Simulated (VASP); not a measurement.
```
VN
1.0
    0.00000     2.10193     2.10193
    2.10193     0.00000     2.10193
    2.10193     2.10193     0.00000
V N
1 1
Direct
  0.00000   0.00000   0.00000
  0.50000   0.50000   0.50000
```

Level of theory: vdW-DF2, VASP's PBE PAW potentials (set 64) (plane waves; VASP). Run with 520 eV cut-off, Gaussian smearing of 0.050 eV, potentials V_sv N.

Task: Give the energies of bands 6 to 12 at the high-symmetry points, in eV from the Fermi level.

Result: 
| band | Γ | X | U | L | W |
|---|---|---|---|---|---|
| 6 | -2.04 | -6.07 | -5.91 | -8.09 | -5.62 |
| 7 | -2.04 | -3.35 | -5.90 | -5.54 | -5.62 |
| 8 | -2.04 | -3.35 | -4.60 | -5.54 | -5.45 |
| 9 | -1.33 | -3.25 | -0.99 | 0.49 | 0.13 |
| 10 | -1.33 | 0.54 | 0.71 | 0.49 | 0.13 |
| 11 | -1.33 | 1.02 | 1.11 | 1.28 | 1.02 |
| 12 | -0.31 | 1.02 | 2.38 | 4.58 | 1.92 |

It has no gap at this level: it comes out as a metal or semimetal.

The compound is VN in the rock salt structure, which distorts at low temperature. It was relaxed first. The run is not spin-polarised, so no magnetic state was tried. VASP warned that the highest band is occupied, so more bands are needed.
